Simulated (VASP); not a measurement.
# Fe: Fe into a neighbouring Fe vacancy, part 2 of 5

How hard is this move in Fe: Fe into a neighbouring Fe vacancy? Both ends are relaxed first, then a band of images between them.

VASP 6.6.1, plane waves and PAW; the level of theory is named at each step.

So far. Step 2 (Relax the host): The run ended after 4 ionic steps, 0.055 eV below its first step, once forces and stress met EDIFFG = -0.02. Step 3 (Relax the host again, on a new basis): The start already met the threshold, so nothing moved.

## (4) Relax the start

This step: PBEsol, spin-polarised from a ferromagnetic start; plane waves and PAW (Fe) (VASP 6.6.1).

System of this step: Fe. The cell holds 53 atoms: 53 Fe. Cell: a = 8.347 Å, b = 8.347 Å, c = 8.347 Å, α = 90.0°, β = 90.0°, γ = 90.0°. It derives from Fe. Nearest the centre at fractional (0.083, 0.083, 0.083): Fe5 at 1.19 Å, Fe11 at 2.26 Å, Fe1 at 2.31 Å, Fe4 at 2.32 Å, Fe3 at 2.32 Å, Fe28 at 2.33 Å, Fe33 at 2.33 Å, Fe37 at 3.01 Å.

A path needs two true minima; the start is relaxed with symmetry off.

File INCAR:

```
SYSTEM = Fe
PREC = Normal
ENCUT = 280
EDIFF = 1E-05
NELM = 120
ISMEAR = 1
SIGMA = 0.15
LREAL = Auto
ALGO = Fast
GGA = PS
NBANDS = 344
ISPIN = 2
MAGMOM = 3 3 3 3 3 3 3 3 3 3 3 3 3 3 3 3 3 3 3 3 3 3 3 3 3 3 3 3 3 3 3 3 3 3 3 3 3 3 3 3 3 3 3 3 3 3 3 3 3 3 3 3 3
LASPH = .TRUE.
LMAXMIX = 4
LORBIT = 11
LWAVE = .FALSE.
LCHARG = .FALSE.
KPAR = 6
IBRION = 2
NSW = 60
ISIF = 2
EDIFFG = -0.05
POTIM = 0.4
MAXMIX = 40
ISYM = 0
```

File POSCAR:

```
Fe
1.0
    8.3471355882      0.0000000000      0.0000000000
    0.0000000000      8.3471355882      0.0000000000
    0.0000000000      0.0000000000      8.3471355882
Fe
53
Direct
    0.3341613639      0.0019686230      0.0007917377
    0.6635442609      0.0021692612      0.0010695275
   -0.0012865569      0.3347257106      0.0008735270
    0.0007047507      0.0000681006      0.3346432749
    0.1649020995      0.1662763293      0.1655114936
    0.3347681877      0.3334285087     -0.0007007356
    0.3314598560     -0.0006162407      0.3333528422
    0.4993396468      0.1697672844      0.1690788099
    0.6601706359      0.3288071980     -0.0004187594
    0.6656550852      0.0005118954      0.3338540435
    0.8384077417      0.1640022299      0.1657619132
    0.0048945452      0.6682161875      0.0015887207
   -0.0012315755      0.3293844932      0.3337345841
    0.1669278679      0.4970592258      0.1650296341
    0.3331607144      0.6644030120     -0.0002354579
    0.0002287803      0.0000852657      0.6654535759
    0.1680893058      0.1688019308      0.5007687627
    0.3313728279      0.3350863952      0.3321318672
    0.5021064966      0.4974319636      0.1688577589
    0.6666185940      0.6636746250     -0.0007521130
    0.3334629641      0.0006536166      0.6643133130
    0.4973466993      0.1671448775      0.4988816532
    0.6672309456      0.3351531660      0.3293827868
    0.8339428552      0.5029342927      0.1659537830
    0.6647239294      0.0018023999      0.6672739325
    0.8354798974      0.1658395190      0.4964495167
   -0.0002635893      0.6655984484      0.3351910336
    0.1671306171      0.8294257671      0.1638030183
    0.0021175864      0.3349620717      0.6651326234
    0.1666641538      0.5010676083      0.5011223116
    0.3354328372      0.6672812143      0.3331061216
    0.4993797919      0.8358629263      0.1612735489
    0.1663344442      0.1667457360      0.8299181523
    0.3341307652      0.3317728435      0.6687331116
    0.4996990774      0.5016033123      0.5029203877
    0.6675841781      0.6645684112      0.3297049781
    0.8375344969      0.8330666737      0.1650168434
    0.5003456445      0.1662080391      0.8353750930
    0.6667479597      0.3333662777      0.6649545112
    0.8344584333      0.4975228227      0.5015954921
    0.8369847356      0.1630134709      0.8274241703
    0.0014780609      0.6727715102      0.6642684192
    0.1636699602      0.8347445214      0.4979856046
    0.1654542137      0.4991658996      0.8346080271
    0.3323622161      0.6673324827      0.6662436874
    0.4979761414      0.8325670195      0.4977228124
    0.5000156101      0.4973071811      0.8307147239
    0.6701575931      0.6665392356      0.6665375157
    0.8345589907      0.8323249467      0.4994524221
    0.8343520031      0.5006766773      0.8305556218
    0.1686633818      0.8319186326      0.8308029348
    0.4978424333      0.8323975743      0.8372323960
    0.8305167122      0.8337168802      0.8282110387
```

File KPOINTS:

```
Automatic mesh
0
Monkhorst-Pack
2 2 2
0 0 0
```

Potentials, in the order of the species: Fe (PBE family, release 64).

Launch:

```sh
$ mpirun -np 6 vasp_std
```

The program printed:

```text
[banner, memory and clock lines left out]
running    6 mpi-ranks, on    1 nodes
 distrk:  each k-point on    1 cores,    6 groups
 distr:  one band on    1 cores,    1 groups

 POSCAR found type information on POSCAR Fe
 POSCAR found :  1 types and      53 ions
 [... a notice as in an earlier step ...]

 [... a notice as in an earlier step ...]

 LDA part: xc-table for (Slater+PW92), standard interpolation
 POSCAR, INCAR and KPOINTS ok, starting setup
 FFT: planning ... GRIDC
 FFT: planning ... GRID_SOFT
 FFT: planning ... GRID
 WAVECAR not read
 entering main loop
       N       E                     dE             d eps       ncg     rms          rms(c)
DAV:   1     0.284102177469E+04    0.28410E+04   -0.11045E+05  5504   0.100E+03
DAV:   2    -0.211563384653E+03   -0.30526E+04   -0.27895E+04  5504   0.286E+02
DAV:   3    -0.513034668985E+03   -0.30147E+03   -0.24118E+03  5504   0.115E+02
DAV:   4    -0.524021552439E+03   -0.10987E+02   -0.10787E+02  6008   0.272E+01
DAV:   5    -0.524116795985E+03   -0.95244E-01   -0.95131E-01  5936   0.239E+00    0.921E+01
RMM:   6    -0.473695675884E+03    0.50421E+02   -0.39955E+02  5504   0.595E+01    0.547E+01
RMM:   7    -0.612889372844E+03   -0.13919E+03   -0.60276E+01  5504   0.169E+01    0.150E+02
RMM:   8    -0.472217016364E+03    0.14067E+03   -0.47715E+01  5504   0.211E+01    0.400E+01
RMM:   9    -0.486087393834E+03   -0.13870E+02   -0.21954E+01  5504   0.115E+01    0.608E+01
RMM:  10    -0.472009172488E+03    0.14078E+02   -0.83956E+00  5504   0.881E+00    0.286E+01
RMM:  11    -0.469445103823E+03    0.25641E+01   -0.27947E+00  5504   0.446E+00    0.183E+01
RMM:  12    -0.470261802195E+03   -0.81670E+00   -0.17060E+00  5504   0.333E+00    0.177E+01
RMM:  13    -0.469227272492E+03    0.10345E+01   -0.72980E-01  5504   0.235E+00    0.956E+00
RMM:  14    -0.469860246867E+03   -0.63297E+00   -0.52228E-01  5504   0.173E+00    0.130E+01
RMM:  15    -0.469361991081E+03    0.49826E+00   -0.40293E-01  5504   0.176E+00    0.613E+00
RMM:  16    -0.469640607809E+03   -0.27862E+00   -0.28199E-01  5504   0.125E+00    0.786E+00
RMM:  17    -0.469471286797E+03    0.16932E+00   -0.19066E-01  5504   0.118E+00    0.325E+00
RMM:  18    -0.469582328583E+03   -0.11104E+00   -0.10472E-01  5504   0.803E-01    0.481E+00
RMM:  19    -0.469514798031E+03    0.67531E-01   -0.65752E-02  5504   0.730E-01    0.196E+00
RMM:  20    -0.469544765072E+03   -0.29967E-01   -0.32029E-02  5504   0.425E-01    0.253E+00
RMM:  21    -0.469530622134E+03    0.14143E-01   -0.19934E-02  5504   0.377E-01    0.991E-01
RMM:  22    -0.469537000881E+03   -0.63787E-02   -0.97029E-03  5504   0.239E-01    0.133E+00
RMM:  23    -0.469532121798E+03    0.48791E-02   -0.61664E-03  5504   0.202E-01    0.627E-01
RMM:  24    -0.469531262059E+03    0.85974E-03   -0.24672E-03  5504   0.129E-01    0.445E-01
RMM:  25    -0.469531131568E+03    0.13049E-03   -0.76027E-04  5504   0.776E-02    0.330E-01
RMM:  26    -0.469530723149E+03    0.40842E-03   -0.36035E-04  5504   0.533E-02    0.155E-01
RMM:  27    -0.469530889649E+03   -0.16650E-03   -0.14532E-04  5504   0.300E-02    0.199E-01
RMM:  28    -0.469530740558E+03    0.14909E-03   -0.10123E-04  5498   0.292E-02    0.781E-02
RMM:  29    -0.469530781240E+03   -0.40682E-04   -0.47940E-05  5216   0.169E-02    0.981E-02
RMM:  30    -0.469530740936E+03    0.40304E-04   -0.31059E-05  4552   0.161E-02    0.409E-02
RMM:  31    -0.469530753680E+03   -0.12744E-04   -0.12159E-05  3197   0.904E-03    0.567E-02
RMM:  32    -0.469530738770E+03    0.14910E-04   -0.81710E-06  3069   0.861E-03    0.162E-02
RMM:  33    -0.469530740768E+03   -0.19981E-05   -0.24137E-06  3003   0.376E-03
   1 F= -.46953074E+03 E0= -.46950277E+03  d E =-.469531E+03  mag=   108.9520
 curvature:   0.00 expect dE= 0.000E+00 dE for cont linesearch  0.000E+00
 trial: gam= 0.00000 g(F)=  0.461E+00 g(S)=  0.000E+00 ort = 0.000E+00 (trialstep = 0.100E+01)
 search vector abs. value=  0.461E+00
 bond charge predicted
       N       E                     dE             d eps       ncg     rms          rms(c)
DAV:   1    -0.469555590751E+03   -0.24852E-01   -0.68869E+01  5592   0.123E+01    0.502E+00
RMM:   2    -0.469989503486E+03   -0.43391E+00   -0.95862E-01  5504   0.296E+00    0.657E+00
RMM:   3    -0.470089131370E+03   -0.99628E-01   -0.48642E-01  5504   0.185E+00    0.704E+00
RMM:   4    -0.469878604016E+03    0.21053E+00   -0.13583E-01  5504   0.112E+00    0.136E+00
RMM:   5    -0.469874711753E+03    0.38923E-02   -0.22782E-02  5504   0.354E-01    0.982E-01
RMM:   6    -0.469868654035E+03    0.60577E-02   -0.62789E-03  5504   0.214E-01    0.562E-01
RMM:   7    -0.469869930535E+03   -0.12765E-02   -0.53916E-03  5504   0.190E-01    0.829E-01
RMM:   8    -0.469866337812E+03    0.35927E-02   -0.30226E-03  5504   0.146E-01    0.243E-01
RMM:   9    -0.469866648918E+03   -0.31111E-03   -0.11794E-03  5504   0.842E-02    0.328E-01
RMM:  10    -0.469866177772E+03    0.47115E-03   -0.43571E-04  5504   0.586E-02    0.784E-02
RMM:  11    -0.469866211907E+03   -0.34136E-04   -0.11738E-04  5504   0.254E-02    0.104E-01
RMM:  12    -0.469866164995E+03    0.46912E-04   -0.52020E-05  5386   0.198E-02    0.315E-02
RMM:  13    -0.469866178958E+03   -0.13963E-04   -0.23797E-05  3898   0.117E-02    0.578E-02
RMM:  14    -0.469866162995E+03    0.15963E-04   -0.15663E-05  3094   0.116E-02    0.149E-02
RMM:  15    -0.469866165026E+03   -0.20310E-05   -0.42718E-06  2986   0.517E-03
   2 F= -.46986617E+03 E0= -.46983455E+03  d E =-.335424E+00  mag=   108.9830
[... from here on, the cycles between the ionic steps are left out ...]
   3 F= -.46995114E+03 E0= -.46991616E+03  d E =-.420401E+00  mag=   109.0030
   4 F= -.46999977E+03 E0= -.46996217E+03  d E =-.486317E-01  mag=   109.2068
   5 F= -.47001340E+03 E0= -.46997389E+03  d E =-.622605E-01  mag=   109.4122
   6 F= -.47002247E+03 E0= -.46998221E+03  d E =-.907218E-02  mag=   109.6229
   7 F= -.47002341E+03 E0= -.46998299E+03  d E =-.100076E-01  mag=   109.7136
   8 F= -.47002340E+03 E0= -.46998299E+03  d E =-.999438E-02  mag=   109.6989
   9 F= -.47002341E+03 E0= -.46998300E+03  d E =-.100068E-01  mag=   109.7051
 curvature:  -0.55 expect dE=-0.768E-03 dE for cont linesearch -0.454E-06
 trial: gam= 0.09973 g(F)=  0.140E-02 g(S)=  0.000E+00 ort = 0.100E-03 (trialstep = 0.149E+01)
 search vector abs. value=  0.154E-02
 bond charge predicted
       N       E                     dE             d eps       ncg     rms          rms(c)
DAV:   1    -0.470022682748E+03    0.72636E-03   -0.49964E-01  5632   0.105E+00    0.425E-01
RMM:   2    -0.470024963370E+03   -0.22806E-02   -0.52719E-03  5504   0.228E-01    0.370E-01
RMM:   3    -0.470026594434E+03   -0.16311E-02   -0.22915E-03  5504   0.123E-01    0.600E-01
RMM:   4    -0.470024922682E+03    0.16718E-02   -0.95114E-04  5504   0.934E-02    0.106E-01
RMM:   5    -0.470024909301E+03    0.13382E-04   -0.12548E-04  5504   0.270E-02    0.877E-02
RMM:   6    -0.470024910394E+03   -0.10935E-05   -0.71381E-05  5498   0.227E-02
  10 F= -.47002491E+03 E0= -.46998443E+03  d E =-.150138E-02  mag=   109.7551
 trial-energy change:   -0.001501  1 .order   -0.001413   -0.002111   -0.000715
 step:   2.0026(harm=  2.2606)  dis= 0.00390  next Energy=  -470.025035 (dE=-0.163E-02)
 reached required accuracy - stopping structural energy minimisation
```

Elapsed: 10 min, on 6 MPI ranks of Intel Xeon 6975P-C (Granite Rapids), shared host; peak memory 3.9 GiB.

OUTCAR, selected parts (step 4):

```text
 Found      4 irreducible k-points:

   k-points           NKPTS =      4   k-points in BZ     NKDIM =      4   number of bands    NBANDS=    344

   dimension x,y,z NGX =    36 NGY =   36 NGZ =   36
   dimension x,y,z NGXF=    72 NGYF=   72 NGZF=   72

   ENCUT  =  280.0 eV  20.58 Ry    4.54 a.u.  11.39 11.39 11.39*2*pi/ulx,y,z

   NELECT =     424.0000    total number of electrons

 E-fermi :   6.0730

 spin component 1
 k-point     1 :       0.2500    0.2500    0.2500
  band No.  band energies     occupation
    ...
    263       6.0314      0.72524
    264       6.0377      0.69354
    265       6.0385      0.68916
    266       6.0522      0.61620
    267       6.0530      0.61187
    268       6.1047      0.32587
    269       6.1054      0.32190
    270       6.1161      0.26779
    271       6.1277      0.21300
    272       6.1284      0.20988
    ...

 k-point     2 :      -0.2500    0.2500    0.2500
  band No.  band energies     occupation
    ...
    263       6.0316      0.72430
    264       6.0379      0.69260
    265       6.0381      0.69133
    266       6.0521      0.61676
    267       6.0523      0.61560
    268       6.1050      0.32407
    269       6.1052      0.32309
    270       6.1159      0.26871
    271       6.1279      0.21222
    272       6.1280      0.21195
    ...

 k-point     3 :      -0.2500   -0.2500    0.2500
  band No.  band energies     occupation
    ...
    263       6.0317      0.72381
    264       6.0379      0.69244
    265       6.0383      0.69028
    266       6.0516      0.61954
    267       6.0527      0.61367
    268       6.1045      0.32691
    269       6.1056      0.32085
    270       6.1157      0.26985
    271       6.1275      0.21391
    272       6.1286      0.20899
    ...

 k-point     4 :       0.2500   -0.2500    0.2500
  band No.  band energies     occupation
    ...
    264       6.0378      0.69265
    265       6.0394      0.68462
    266       6.0528      0.61290
    267       6.0531      0.61140
    268       6.1044      0.32720
    269       6.1050      0.32390
    270       6.1158      0.26911
    271       6.1279      0.21221
    272       6.1285      0.20958
    273       6.1444      0.14367
    ...

  Total       -9.3457444     -9.3424505     -9.3279024     -0.0092688      0.0053663      0.0136371
  in kB      -25.7461372    -25.7370630    -25.6969849     -0.0255342      0.0147834      0.0375682
  external PRESSURE =     -25.7267284 kB  Pullay stress =       0.0000000 kB

  energy-cutoff  :      280.00
  volume of cell :      581.58
      direct lattice vectors                 reciprocal lattice vectors
     8.347135588  0.000000000  0.000000000     0.119801576  0.000000000  0.000000000
     0.000000000  8.347135588  0.000000000     0.000000000  0.119801576  0.000000000
     0.000000000  0.000000000  8.347135588     0.000000000  0.000000000  0.119801576

 POSITION                                       TOTAL-FORCE (eV/Angst)
 -----------------------------------------------------------------------------------
      2.79967      8.34530      8.34263         0.006891      0.006767     -0.009393
      5.54760      8.34524      8.34004         0.002089      0.004880      0.005311
      0.00113      2.79712      8.34013         0.001798      0.009141      0.007875
      0.00162      8.34527      2.79207        -0.000827      0.004664      0.012285
      1.34875      1.34725      1.34363         0.005733     -0.000791     -0.009832
      2.77403      2.77164      8.34248         0.003049      0.003955     -0.006691
      2.77439      8.34651      2.76749         0.002337     -0.005213      0.003413
      4.17469      1.39192      1.38683        -0.002395      0.006948      0.018322
      5.57647      2.77084      8.34135        -0.013268      0.007772     -0.001585
      5.57501      8.34595      2.76568        -0.003022     -0.000324      0.009378
      6.99934      1.34677      1.34234         0.007822      0.000014     -0.002740
      0.00105      5.54599      8.34021         0.005927     -0.000818      0.004631
      0.00098      2.77294      2.76800         0.002153     -0.004063     -0.005738
      1.39448      4.17244      1.38754         0.006388     -0.004710      0.007375
      2.77533      5.57221      8.34189        -0.000460     -0.004617     -0.001467
      0.00075      8.34569      5.54078         0.002294      0.004400     -0.002959
      1.39383      1.39269      4.16778         0.008284      0.004319     -0.000163
      2.78150      2.77943      2.77503         0.000357     -0.000961      0.001607
      4.17613      4.17096      1.38026        -0.007664      0.007985      0.005680
      5.57576      5.57251      8.34122        -0.007803     -0.005328     -0.001322
      2.77369      8.34698      5.56841         0.008109     -0.009926     -0.007170
      4.17468      1.38481      4.16814        -0.002304      0.006840     -0.006762
      5.56872      2.77846      2.77481        -0.004892      0.007103     -0.003089
      6.95582      4.17169      1.38707        -0.009686      0.004449      0.008868
      5.57385      8.34589      5.56651        -0.001888      0.003485      0.002987
      6.95468      1.39195      4.16677        -0.002847      0.005452      0.004492
      0.00127      5.57397      2.76639         0.001927     -0.014491      0.009565
      1.35169      6.99515      1.34385        -0.008380      0.009871     -0.010099
      0.00028      2.77270      5.56767         0.005619      0.002950     -0.002008
      1.38640      4.17372      4.16853         0.012808     -0.007026     -0.001826
      2.78241      5.56453      2.77508        -0.003600      0.006551      0.002187
      4.17513      6.95157      1.38805        -0.002558      0.002359     -0.000826
      1.34925      1.34755      6.99146        -0.002741     -0.002410      0.009751
      2.78141      2.78012      5.56176        -0.000781     -0.001522     -0.004143
      4.17587      4.17267      4.16830        -0.007317     -0.003113     -0.000472
      5.56900      5.56576      2.77372        -0.004748     -0.004341      0.004102
      7.00024      6.99742      1.34006         0.004638      0.002459      0.004974
      4.17347      1.39246      6.94841         0.005763      0.001800     -0.007486
[...]
-----------------------------------------------------------------------------------
    total drift:                               -0.044926      0.038747      0.201491

  FREE ENERGIE OF THE ION-ELECTRON SYSTEM (eV)
  ---------------------------------------------------
  free  energy   TOTEN  =      -470.0249103942 eV

  energy  without entropy=     -469.9034756048  energy(sigma->0) =     -469.98443213

 total charge
# of ion       s       p       d       tot
------------------------------------------
    1        0.526   0.599   6.290   7.416
    2        0.526   0.600   6.287   7.413
    3        0.526   0.599   6.287   7.412
    4        0.526   0.599   6.288   7.414
    5        0.503   0.557   6.222   7.282
    6        0.512   0.594   6.265   7.371
    7        0.512   0.594   6.266   7.371
    8        0.515   0.597   6.270   7.383
    9        0.512   0.594   6.261   7.368
   10        0.512   0.594   6.265   7.371
   11        0.503   0.557   6.222   7.282
   12        0.526   0.600   6.289   7.415
   13        0.512   0.594   6.265   7.371
   14        0.515   0.597   6.270   7.382
   15        0.512   0.594   6.266   7.372
   16        0.526   0.600   6.292   7.418
   17        0.515   0.597   6.269   7.381
   18        0.509   0.592   6.266   7.367
   19        0.512   0.597   6.263   7.372
   20        0.512   0.594   6.265   7.371
   21        0.512   0.594   6.263   7.369
   22        0.512   0.597   6.262   7.371
   23        0.509   0.593   6.266   7.368
   24        0.515   0.597   6.271   7.384
   25        0.512   0.594   6.267   7.373
   26        0.515   0.597   6.269   7.381
   27        0.512   0.594   6.263   7.368
   28        0.503   0.557   6.221   7.281
   29        0.512   0.594   6.264   7.370
   30        0.512   0.597   6.265   7.373
   31        0.509   0.593   6.264   7.366
   32        0.515   0.598   6.270   7.383
   33        0.503   0.557   6.222   7.282
   34        0.509   0.592   6.263   7.364
   35        0.510   0.602   6.261   7.373
   36        0.509   0.593   6.263   7.364
   37        0.503   0.557   6.222   7.281
[...]
--------------------------------------------------
tot         27.166  31.271 331.877 390.315

 magnetization (x)
# of ion       s       p       d       tot
------------------------------------------
    1       -0.015  -0.066   1.942   1.861
    2       -0.015  -0.066   1.938   1.857
    3       -0.015  -0.066   1.943   1.862
    4       -0.015  -0.066   1.941   1.860
    5       -0.010  -0.058   2.299   2.230
    6       -0.012  -0.057   2.124   2.055
    7       -0.012  -0.057   2.125   2.057
    8       -0.011  -0.056   2.117   2.050
    9       -0.012  -0.057   2.122   2.053
   10       -0.012  -0.057   2.124   2.055
   11       -0.010  -0.058   2.300   2.232
   12       -0.015  -0.066   1.941   1.860
   13       -0.012  -0.057   2.125   2.056
   14       -0.011  -0.056   2.119   2.052
   15       -0.012  -0.057   2.124   2.055
   16       -0.015  -0.066   1.938   1.857
   17       -0.011  -0.056   2.119   2.052
   18       -0.012  -0.058   2.139   2.069
   19       -0.011  -0.059   2.106   2.035
   20       -0.012  -0.057   2.124   2.055
   21       -0.012  -0.057   2.123   2.055
   22       -0.011  -0.059   2.105   2.034
   23       -0.012  -0.058   2.137   2.066
   24       -0.011  -0.056   2.118   2.051
   25       -0.012  -0.057   2.121   2.052
   26       -0.011  -0.056   2.119   2.052
   27       -0.012  -0.057   2.123   2.054
   28       -0.010  -0.058   2.298   2.229
   29       -0.012  -0.057   2.125   2.057
   30       -0.011  -0.059   2.106   2.036
   31       -0.012  -0.058   2.137   2.067
   32       -0.011  -0.056   2.117   2.050
   33       -0.010  -0.058   2.301   2.232
   34       -0.012  -0.058   2.139   2.069
   35       -0.013  -0.049   2.093   2.031
   36       -0.012  -0.058   2.137   2.067
   37       -0.010  -0.058   2.301   2.232
[...]
--------------------------------------------------
tot         -0.626  -3.087 112.773 109.060

[... 1 part as in an earlier step ...]

[... 7 further parts left out ...]
```

The magnetic state follows from one typed start and may not be the lowest.

[end of part 2 of 5]

[Lines on the potential files, build, host, timing and source positions are cut from VASP's logs without a mark.]

[Logs are printed without paths, hosts, clocks, repeated set-up lines and the standing remarks that a program may print on its own settings, such as how far it seeks lower states.]

[Hosts, paths, dates, database ids (printed as entryN), source tags and the programs' standing remarks are cut or masked in the printed files.]

[Runs that stopped without an error message from VASP are left out.]
